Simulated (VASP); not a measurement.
Ge (relaxed from the lonsdaleite structure, space group P6_3/mmc): computed properties

These are r2SCAN meta-GGA, VASP's PBE PAW potentials (set 64) (plane waves; VASP 6.6.1) values and carry that method's errors.

```
Quantity                                                                                             Value
---------------------------------------------  -----------------------------------------------------------
space group                                                                                 P6_3/mmc (194)
cell                                           a = b = 3.9925 Å, c = 6.5837 Å, α = β = 90.00°, γ = 120.00°
volume per atom                                                                              22.72 Å³/atom
band gap (over mesh and band path)                                                                 0.07 eV
smallest direct gap (over mesh and band path)                                                      0.07 eV
band-edge character                                                                         direct, Γ to Γ
density                                                                                         5.31 g/cm³
```

Ge has the hexagonal space group P6₃/mmc (No. 194), Pearson symbol hP4. Lattice parameters: a = b = 3.992 Å, c = 6.584 Å, α = β = 90.00°, γ = 120.00°. Ge on 4f is coordinated by 4 Ge at 2.449–2.464 Å (tetrahedral). (Neighbours: up to the widest gap in distance over summed covalent radii, below 1.35, at either atom.)

The structure was generated: Ge was put into the lonsdaleite type (P6_3/mmc), which need not be its known phase. It was relaxed first. Symmetry was kept, so distortions that lower it aren't found.
